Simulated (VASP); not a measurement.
```
GaAs
1.0
    0.00000     2.80519     2.80519
    2.80519     0.00000     2.80519
    2.80519     2.80519     0.00000
Ga As
1 1
Cartesian
  0.00000   0.00000   0.00000
  1.40259   1.40259   1.40259
```

All values below come from LDA (Ceperley-Alder, Perdew-Zunger), VASP's LDA PAW potentials (set 64) (plane waves; VASP 6.6.1). Settings: 520 eV cut-off, Gaussian smearing of 0.050 eV, potentials Ga_d As.

What does the run give for the band gap (along the path) with the smallest direct gap where there is one?

The band gap (along the path) is 0.51 eV and the smallest direct gap (along the path) is 0.51 eV.

The compound is GaAs in the zinc blende structure. It was relaxed first.
